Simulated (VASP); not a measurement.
```yaml
crystal:
  lattice:
    - [-2.34076, 2.34076, 4.35417]
    - [2.34076, -2.34076, 4.35417]
    - [2.34076, 2.34076, -4.35417]
  atoms:
    - { symbol: Ba, position: [0.00000, 0.00000, 0.00000] }
    - { symbol: Si, position: [0.37418, 0.37418, 0.00000] }
    - { symbol: Si, position: [0.62582, 0.62582, 0.00000] }
```

Calculation: PBEsol GGA, VASP's PBE PAW potentials (set 64) (plane waves; VASP). Numerical set-up: 400 eV cut-off, 10×10×10 Γ-centred mesh, tetrahedra with Blöchl corrections, potentials Ba_sv Si.

The cores are frozen, which limits the accuracy of field gradients.

Q: Give the principal components of the electric field gradient (V/Å²) and the asymmetry η at each nucleus.

A: 
| atom | Vxx | Vyy | Vzz | η |
|---|---|---|---|---|
| Ba1 | -1.7 | -1.7 | 3.4 | 0.00 |
| Si2 | 36.4 | 36.4 | -72.9 | 0.00 |
| Si3 | 36.4 | 36.4 | -72.9 | 0.00 |

The structure was generated: BaSi2 was put into the MoSi2 type (I4/mmm), which need not be its known phase. It was relaxed first, which changed the volume by +15 %.
